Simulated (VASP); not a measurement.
Here is the system:

```
TaSe2
1.0
    3.39929     0.00000     0.00000
   -1.69965     2.94387     0.00000
    0.00000     0.00000    12.15638
Ta Se
2 4
Direct
  0.00000   0.00000   0.25000
  0.00000   0.00000   0.75000
  0.33333   0.66667   0.11347
  0.66667   0.33333   0.61347
  0.33333   0.66667   0.38653
  0.66667   0.33333   0.88653
```

Computed with LDA (Ceperley-Alder, Perdew-Zunger) with spin-orbit coupling, VASP's LDA PAW potentials (set 64) (plane waves; VASP). Settings: 400 eV cut-off, 9×9×3 Γ-centred mesh, Gaussian smearing of 0.050 eV, potentials Ta_pv Se.

Problem. Give the energies of bands 35 to 48 at the high-symmetry points, in eV from the Fermi level.

Solution. 
| band | Γ | M | K | A | L | H |
|---|---|---|---|---|---|---|
| 35 | -1.19 | -2.72 | -3.28 | -1.64 | -2.73 | -3.42 |
| 36 | -1.19 | -2.72 | -3.28 | -1.64 | -2.73 | -3.42 |
| 37 | -1.10 | -2.57 | -3.15 | -1.12 | -1.91 | -3.04 |
| 38 | -1.10 | -2.57 | -3.15 | -1.12 | -1.91 | -3.04 |
| 39 | -0.85 | -1.29 | -2.45 | -1.12 | -1.91 | -2.82 |
| 40 | -0.85 | -1.29 | -2.45 | -1.12 | -1.91 | -2.82 |
| 41 | -0.77 | -0.98 | -2.08 | -0.81 | -1.00 | -1.98 |
| 42 | -0.77 | -0.98 | -2.08 | -0.81 | -1.00 | -1.98 |
| 43 | 0.14 | -0.68 | -2.02 | -0.81 | -1.00 | -1.91 |
| 44 | 0.14 | -0.68 | -2.02 | -0.81 | -1.00 | -1.91 |
| 45 | 0.28 | -0.55 | 0.41 | 1.18 | -0.28 | 0.48 |
| 46 | 0.28 | -0.55 | 0.41 | 1.18 | -0.28 | 0.48 |
| 47 | 1.40 | -0.23 | 0.79 | 1.18 | -0.28 | 0.86 |
| 48 | 1.40 | -0.23 | 0.79 | 1.18 | -0.28 | 0.86 |

It has no gap at this level: it comes out as a metal or semimetal.

The structure comes from a measured TaSe2 entry (P6_3/mmc) of the Crystallography Open Database, whose conditions weren't checked. It was relaxed first, which changed the volume by -6 %.
